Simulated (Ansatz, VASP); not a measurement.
## SrMg6Cr: VASP beside Ansatz

INCAR

```
ALGO = Normal
EDIFF = 1E-7
ENCUT = 520
GGA = PE
ISIF = 2
ISMEAR = -1
ISPIN = 2
LASPH = True
LCHARG = False
LMAXMIX = 4
LORBIT = 11
LREAL = False
LWAVE = False
MAGMOM = 0 3 0 0 0 0 0 0
NBANDS = 31
NELM = 120
PREC = Accurate
SIGMA = 0.05
```

The input KPOINTS:

```
k-points
0
Gamma
  5 5 5
```

The input POSCAR:

```
SrMg6Cr
1.0
    5.2375394943      0.0000000000      0.0000000000
    0.0000000000      3.3633524594      5.8554583677
    0.0000000000     -3.3633524594      5.8554583677
Sr Cr Mg
1 1 6
Direct
    0.0000000000      0.8290620000      0.8290620000
    0.5000000000      0.6524330000      0.6524330000
    0.5000000000      0.1669280000      0.1669280000
    0.5000000000      0.6596790000      0.1906310000
    0.5000000000      0.1906310000      0.6596790000
    0.0000000000      0.3379250000      0.3379250000
    0.0000000000      0.8201270000      0.3432150000
    0.0000000000      0.3432150000      0.8201270000
```

The input input.yaml:

```yaml
crystal:
  lattice:
    - [5.2375394943, 0.0, 0.0]
    - [0.0, 3.3633524594, 5.8554583677]
    - [0.0, -3.3633524594, 5.8554583677]
  atoms:
    - { symbol: Sr, position: [0.0, 0.829062, 0.829062] }
    - { symbol: Cr, position: [0.5, 0.652433, 0.652433], spin: 3.0 }
    - { symbol: Mg, position: [0.5, 0.166928, 0.166928] }
    - { symbol: Mg, position: [0.5, 0.659679, 0.190631] }
    - { symbol: Mg, position: [0.5, 0.190631, 0.659679] }
    - { symbol: Mg, position: [0.0, 0.337925, 0.337925] }
    - { symbol: Mg, position: [0.0, 0.820127, 0.343215] }
    - { symbol: Mg, position: [0.0, 0.343215, 0.820127] }
hamiltonian:
  xc: pbe
  pseudopotentials: { kind: paw }
magnetization:
  spin_polarized: true
kpoints:
  mp_grid: { grid: [5, 5, 5] }
scf:
  occupations: { method: fermi_dirac, width: 0.05 }
output:
  forces: true
  stress: true
  eigenvalues: true
```

Change from the starting cell: volume scaled by 1.02.

Alike in both runs: task single point; functional PBE; k mesh 5 × 5 × 5; occupations fermi-dirac, width 0.05 eV; collinear spin, ferromagnetic start.

|  | VASP | Ansatz |
| --- | --- | --- |
| version | VASP 6.6.1 | Ansatz 0.2.0 |
| potentials or method | VASP PAW PBE potentials, release 64 (Sr_sv, Cr_pv, Mg) | Ansatz PAW |
| plane-wave cutoff (eV) | 520 | 420 |
| valence electrons in the cell | 34 | 84 |

VASP gave:

- gap on the k mesh at the Fermi level (eV): none
- pressure (GPa): -0.6
- largest component of the traceless stress (GPa): 0.07
- rms of the force components (eV/Å): 0.038
- net moment per atom (μB): 0.56
- size of the moment on the site where the two differ most (μB): 3.89

**Question.** Which values does Ansatz return?

**Answer.** gap on the k mesh at the Fermi level (eV): none; pressure (GPa): -0.5; largest component of the traceless stress (GPa): 0.07; rms of the force components (eV/Å): 0.037; net moment per atom (μB): 0.56; size of the moment on the site where the two differ most (μB): 4.04.

Site moments also hang on the region over which each program counts them. Atom by atom the forces differ by 0.002 eV/Å (rms over components). A gap of «none» marks a metal or a gap that the smearing closes. With one functional, cell and mesh, what is left measures potentials, basis and numerics. The two sets of potentials don't hold the same shells in valence.
